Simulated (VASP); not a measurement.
Ca$_{2}$H$_{3}$Br (space group P-3m1): computed properties

The numbers are results of PBEsol GGA, VASP's PBE PAW potentials (set 64) (plane waves; VASP), not measurements.

```yaml
space_group: P-3m1 (164)
cell: a = b = 3.8487 Å, c = 6.7350 Å, α = β = 90.00°, γ = 120.00°
volume_per_atom: 14.40 Å³/atom
band gap (over mesh and band path): 1.36 eV
smallest direct gap (over mesh and band path): 1.67 eV
band_edge_character_without_spin_orbit_coupling: indirect, A to L
band_gap_with_spin_orbit_coupling: 1.36 eV
density: 3.13 g/cm³
```

```cif
data_H3BrCa2
_chemical_formula_sum 'Ca2 H3 Br1'
_space_group_name_H-M_alt 'P-3m1'
_space_group_IT_number 164
_space_group_name_Hall '-P 3 2"'
_cell_length_a 3.84869
_cell_length_b 3.84869
_cell_length_c 6.73503
_cell_angle_alpha 90.000
_cell_angle_beta 90.000
_cell_angle_gamma 120.000
loop_
_atom_site_label
_atom_site_type_symbol
_atom_site_symmetry_multiplicity
_atom_site_Wyckoff_symbol
_atom_site_fract_x
_atom_site_fract_y
_atom_site_fract_z
_atom_site_occupancy
Ca1 Ca 2 d 0.66667 0.33333 0.18692 1
H1 H 2 d 0.33333 0.66667 0.14912 1
H2 H 1 a 0.00000 0.00000 0.00000 1
Br1 Br 1 b 0.00000 0.00000 0.50000 1
```

The structure comes from a computed database's Ca2H3Br entry (P-3m1); how it stands against other phases isn't given here. It was relaxed first. Symmetry was kept, so distortions that lower it aren't found.
